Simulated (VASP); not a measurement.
Computed with PBE GGA, VASP's PBE PAW potentials (set 64) (plane waves; VASP 6.6.1).

VASP input:

File POSCAR:
```
FeAl
1
    2.9105820000     0.0000000000     0.0000000000
    0.0000000000     2.9105820000     0.0000000000
    0.0000000000     0.0000000000     2.9105820000
Al Fe
1 1
Direct
  0.5000000000   0.5000000000   0.5000000000
  0.0000000000   0.0000000000   0.0000000000
```

KPOINTS:
```
Automatic mesh
0
Gamma
11 11 11
0 0 0
```

### INCAR
```
! general
SYSTEM   =  FeAl
PREC     =  Accurate
ENCUT    =  300   ! plane-wave cut-off (eV)
LREAL    =  F
LASPH    =  T   ! aspherical one-centre terms

! electronic loop
EDIFF    =  1E-6   ! SCF stop (eV)
NELM     =  100   ! most electronic steps
ALGO     =  Normal   ! blocked Davidson
LMAXMIX  =  4   ! l cut-off of mixed one-centre charges

! smearing
ISMEAR   =  0   ! Gaussian
SIGMA    =  0.1

! functional
GGA      =  PE   ! PBE

! ions
ISIF     =  2   ! forces and stress, cell fixed

! output
LWAVE    =  F
LCHARG   =  F
```

POTCAR, in this order: Al Fe (PBE.64 set). Program: vasp_std.

Output

### OUTCAR
```
 ion  position               nearest neighbor table
   1  0.500  0.500  0.500-   2 2.52   2 2.52   2 2.52   2 2.52   2 2.52   2 2.52   2 2.52   2 2.52
  LATTYP: Found a simple cubic cell.
 ALAT       =     2.9105820000
 Subroutine PRICEL returns:
 Original cell was already a primitive cell.
 Subroutine GETGRP returns: Found 48 space group operations
The static configuration has the point symmetry O_h .
The dynamic configuration has the point symmetry O_h .
 Subroutine INISYM returns: Found 48 space group operations
 Subroutine IBZKPT returns following result:
 Found     56 irreducible k-points:

 Following reciprocal coordinates:
            Coordinates               Weight
  0.000000  0.000000  0.000000      1.000000
  0.090909  0.000000  0.000000      6.000000
  0.181818  0.000000  0.000000      6.000000
  0.272727  0.000000  0.000000      6.000000
  0.363636  0.000000  0.000000      6.000000
  0.454545  0.000000  0.000000      6.000000
  0.090909  0.090909  0.000000     12.000000
  0.181818  0.090909  0.000000     24.000000
  0.272727  0.090909  0.000000     24.000000
  0.363636  0.090909  0.000000     24.000000
...
```

File OSZICAR:
```
       N       E                     dE             d eps       ncg     rms          rms(c)
DAV:   1     0.213810724789E+02    0.21381E+02   -0.35809E+03  1032   0.773E+02
DAV:   2    -0.136656147008E+02   -0.35047E+02   -0.33764E+02  1009   0.157E+02
DAV:   3    -0.145350896135E+02   -0.86947E+00   -0.85761E+00  1226   0.291E+01
DAV:   4    -0.145506827388E+02   -0.15593E-01   -0.15583E-01  1305   0.386E+00
DAV:   5    -0.145508996357E+02   -0.21690E-03   -0.21689E-03  1191   0.348E-01    0.134E+01
DAV:   6    -0.169208290235E+02   -0.23699E+01   -0.78879E+01  1148   0.128E+02    0.193E+01
DAV:   7    -0.126335183938E+02    0.42873E+01   -0.39972E+01  1102   0.792E+01    0.246E+00
DAV:   8    -0.126078924998E+02    0.25626E-01   -0.21699E-01  1070   0.517E+00    0.144E+00
DAV:   9    -0.125946018598E+02    0.13291E-01   -0.44085E-02  1179   0.305E+00    0.355E-01
DAV:  10    -0.125942159459E+02    0.38591E-03   -0.80262E-04  1234   0.335E-01    0.153E-01
DAV:  11    -0.125942026832E+02    0.13263E-04   -0.16174E-05  1087   0.407E-02    0.135E-02
DAV:  12    -0.125942021380E+02    0.54518E-06   -0.23253E-06   929   0.166E-02
   1 F= -.12594202E+02 E0= -.12585920E+02  d E =-.165638E-01
```

File OUTCAR:
```
------------------------ aborting loop because EDIFF is reached ----------------------------------------
  FORCE on cell =-STRESS in cart. coord.  units (eV):
  Direction    XX          YY          ZZ          XY          YZ          ZX
  --------------------------------------------------------------------------------------
  Total       -1.0842755     -1.0842755     -1.0842755     -0.0000000      0.0000000      0.0000000
  in kB      -70.4548217    -70.4548217    -70.4548217     -0.0000000      0.0000000      0.0000000
  external PRESSURE =     -70.4548217 kB  Pullay stress =       0.0000000 kB
  volume of cell :       24.66
      direct lattice vectors                 reciprocal lattice vectors
     2.910582000  0.000000000  0.000000000     0.343573897  0.000000000  0.000000000
     0.000000000  2.910582000  0.000000000     0.000000000  0.343573897  0.000000000
     0.000000000  0.000000000  2.910582000     0.000000000  0.000000000  0.343573897
 POSITION                                       TOTAL-FORCE (eV/Angst)
 -----------------------------------------------------------------------------------
      1.45529      1.45529      1.45529         0.000000      0.000000      0.000000
      0.00000      0.00000      0.00000         0.000000      0.000000      0.000000
 -----------------------------------------------------------------------------------
    total drift:                               -0.000000      0.000000     -0.000000
  FREE ENERGIE OF THE ION-ELECTRON SYSTEM (eV)
  ---------------------------------------------------
  free  energy   TOTEN  =       -12.5942021380 eV

  energy  without entropy=      -12.5776383202  energy(sigma->0) =      -12.58592023
```
(Selected blocks of OUTCAR.)

At this cut-off the stress carries a Pulay error, which pulls relaxed volumes low.

The structure is a typed FeAl crystal. The cell was not relaxed at this level. The run is not spin-polarised, so no magnetic state was tried. The electron count is odd and the run is not spin-polarised, which forces a metal.
